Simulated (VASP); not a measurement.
Level of theory: PBE GGA with spin-orbit coupling, VASP's PBE PAW potentials (set 64) (plane waves; VASP 6.6.1).

VASP ran on this input.

INCAR:
```
SYSTEM = IrRu
PREC = Accurate
ENCUT = 300
EDIFF = 1E-6
NELM = 100
ALGO = Normal
LREAL = .FALSE.
LASPH = .TRUE.
ISMEAR = -1
SIGMA = 0.1
GGA = PE
LMAXMIX = 6
LWAVE = .FALSE.
LCHARG = .FALSE.
ISIF = 2
LSORBIT = .TRUE.
LNONCOLLINEAR = .TRUE.
MAGMOM = 0.0 0.0 0.0 0.0 0.0 0.0 0.0 0.0 0.0 0.0 0.0 0.0
GGA_COMPAT = .FALSE.
LORBIT = 11
```

### POSCAR
```
IrRu
1
    4.2636560000     0.0000000000     0.0000000000
    0.0000000000     2.8224110000     0.0000000000
    0.0000000000     0.0000000000     4.3530550000
Ru Ir
2 2
Direct
  0.7500000000   0.5000000000   0.3125000000
  0.2500000000   0.5000000000   0.6875000000
  0.7500000000   0.0000000000   0.8125000000
  0.2500000000   0.0000000000   0.1875000000
```

### KPOINTS
```
Automatic mesh
0
Gamma
5 7 5
0 0 0
```

POTCAR, in this order: Ru_pv Ir (PBE.64 set). Program: vasp_ncl.

What VASP printed:

### OSZICAR
```
       N       E                     dE             d eps       ncg     rms          rms(c)
DAV:   1     0.425839525024E+03    0.42584E+03   -0.18489E+04  4488   0.122E+03
DAV:   2    -0.875504622037E+01   -0.43459E+03   -0.41896E+03  4032   0.477E+02
DAV:   3    -0.371362213512E+02   -0.28381E+02   -0.26599E+02  5590   0.111E+02
DAV:   4    -0.385966596276E+02   -0.14604E+01   -0.13809E+01  4972   0.225E+01
DAV:   5    -0.386484616306E+02   -0.51802E-01   -0.50767E-01  5134   0.397E+00    0.344E+01
DAV:   6    -0.367470961484E+02    0.19014E+01   -0.44237E+00  4692   0.201E+01    0.156E+01
DAV:   7    -0.366155909273E+02    0.13151E+00   -0.25876E+00  4794   0.134E+01    0.811E+00
DAV:   8    -0.364103943307E+02    0.20520E+00   -0.11531E+00  5514   0.119E+01    0.244E+00
DAV:   9    -0.363955276010E+02    0.14867E-01   -0.74750E-02  5350   0.295E+00    0.105E+00
DAV:  10    -0.363901157910E+02    0.54118E-02   -0.14639E-02  4088   0.117E+00    0.178E-01
DAV:  11    -0.363901361101E+02   -0.20319E-04   -0.10993E-03  5558   0.213E-01    0.555E-02
DAV:  12    -0.363901419272E+02   -0.58171E-05   -0.52983E-05  4986   0.620E-02    0.250E-02
DAV:  13    -0.363901504812E+02   -0.85539E-05   -0.10810E-05  4992   0.234E-02    0.115E-02
DAV:  14    -0.363901505742E+02   -0.92980E-07   -0.31000E-06  3532   0.156E-02
   1 F= -.36390151E+02 E0= -.36317675E+02  d E =-.144952E+00  mag=     0.0000     0.0000    -0.0000
```

OUTCAR:
```
------------------------ aborting loop because EDIFF is reached ----------------------------------------
  FORCE on cell =-STRESS in cart. coord.  units (eV):
  Direction    XX          YY          ZZ          XY          YZ          ZX
  --------------------------------------------------------------------------------------
  Total        9.8914919      4.7459957     19.0716052      0.0000000      0.0000000      0.0000000
  in kB      302.5351302    145.1581260    583.3124712      0.0000000      0.0000000      0.0000000
  external PRESSURE =     343.6685758 kB  Pullay stress =       0.0000000 kB
  volume of cell :       52.38
      direct lattice vectors                 reciprocal lattice vectors
     4.263656000  0.000000000  0.000000000     0.234540498  0.000000000  0.000000000
     0.000000000  2.822411000  0.000000000     0.000000000  0.354307009  0.000000000
     0.000000000  0.000000000  4.353055000     0.000000000  0.000000000  0.229723723
 POSITION                                       TOTAL-FORCE (eV/Angst)
 -----------------------------------------------------------------------------------
      3.19774      1.41121      1.36033         0.000000     -0.000000      1.318562
      1.06591      1.41121      2.99273        -0.000000      0.000000     -1.318562
      3.19774      0.00000      3.53686         0.000000     -0.000000      1.016772
      1.06591      0.00000      0.81620         0.000000     -0.000000     -1.016772
 -----------------------------------------------------------------------------------
    total drift:                                0.000000      0.000000      0.000000
  FREE ENERGIE OF THE ION-ELECTRON SYSTEM (eV)
  ---------------------------------------------------
  free  energy   TOTEN  =       -36.3901505742 eV

  energy  without entropy=      -36.2451988928  energy(sigma->0) =      -36.31767473

 total charge

# of ion       s       p       d       tot
------------------------------------------
    1        0.401   6.358   6.039  12.797
    2        0.401   6.358   6.039  12.797
    3        0.748   0.832   7.026   8.606
    4        0.748   0.832   7.026   8.606
--------------------------------------------------
tot          2.298  14.379  26.129  42.807

 magnetization (x)

# of ion       s       p       d       tot
------------------------------------------
    1        0.000   0.000   0.000   0.000
    2        0.000   0.000   0.000   0.000
    3        0.000   0.000   0.000   0.000
    4        0.000   0.000   0.000   0.000
--------------------------------------------------
tot          0.000   0.000   0.000   0.000

 magnetization (y)

# of ion       s       p       d       tot
------------------------------------------
    1        0.000   0.000   0.000   0.000
    2        0.000   0.000   0.000   0.000
    3        0.000   0.000   0.000   0.000
    4        0.000   0.000   0.000   0.000
--------------------------------------------------
tot          0.000   0.000   0.000   0.000

 magnetization (z)

# of ion       s       p       d       tot
------------------------------------------
    1        0.000   0.000   0.000   0.000
    2        0.000   0.000   0.000   0.000
    3        0.000   0.000   0.000   0.000
    4        0.000   0.000   0.000   0.000
--------------------------------------------------
tot          0.000   0.000   0.000   0.000

 Ion:    1  E_soc:     -0.2510471

 Ion:    2  E_soc:     -0.2510471

 Ion:    3  E_soc:     -0.8052728

 Ion:    4  E_soc:     -0.8052728
```
(Selected blocks of OUTCAR.)

### OUTCAR
```
 val. band max:       12.7889321254   @ k =   0.4000   0.1429   0.0000

 cond. band min:      12.8126669452   @ k =   0.4000   0.0000   0.0000


 Fermi energy:        12.7926529854

 k-point     1 :       0.0000    0.0000    0.0000
  band No.  band energies     occupation
      1     -32.7595      1.00000
      2     -32.7595      1.00000
      3     -32.6152      1.00000
      4     -32.6152      1.00000
      5     -29.6372      1.00000
      6     -29.6372      1.00000
      7     -29.3451      1.00000
      8     -29.3451      1.00000
      9     -29.3357      1.00000
     10     -29.3357      1.00000
     11     -29.2829      1.00000
     12     -29.2829      1.00000
     13       2.4431      1.00000
     14       2.4431      1.00000
     15       4.7770      1.00000
     16       4.7770      1.00000
     17       5.0661      1.00000
     18       5.0661      1.00000
     19       5.3922      1.00000
     20       5.3922      1.00000
     21       5.4903      1.00000
     22       5.4903      1.00000
     23       7.6599      1.00000
     24       7.6599      1.00000
     25       7.8949      1.00000
     26       7.8949      1.00000
     27       8.8884      1.00000
     28       8.8884      1.00000
     29       9.0471      1.00000
     30       9.0471      1.00000
     31       9.9228      1.00000
     32       9.9228      1.00000
     33      10.5522      1.00000
     34      10.5522      1.00000
     35      10.6865      1.00000
     36      10.6865      1.00000
     37      10.9760      1.00000
     38      10.9760      1.00000
     39      11.1844      1.00000
     40      11.1844      1.00000
     41      11.2501      1.00000
     42      11.2501      1.00000
     43      11.5242      1.00000
     44      11.5242      1.00000
     45      12.8526      0.35445
     46      12.8526      0.35445
     47      13.2442      0.01082
     48      13.2442      0.01082
     49      14.0523      0.00000
     50      14.0523      0.00000
     51      14.1636      0.00000
...
```

At this cut-off the stress carries a Pulay error, which pulls relaxed volumes low.

The structure was generated: IrRu was put into an ordered model structure, which need not be its known phase. The cell was not relaxed at this level. The k-mesh is coarse (spacing up to 0.32 per Å, 2π included), so the numbers may not be converged in it. The run is one of a series of settings (GGA_COMPAT = .FALSE., LNONCOLLINEAR = .TRUE., LSORBIT = .TRUE., MAGMOM = 0.0 0.0 0.0 0.0 0.0 0.0 0.0 0.0 0.0 0.0 0.0 0.0, program vasp_ncl against the base run), some of them coarse on purpose. VASP warned that the highest band is occupied, so more bands are needed.
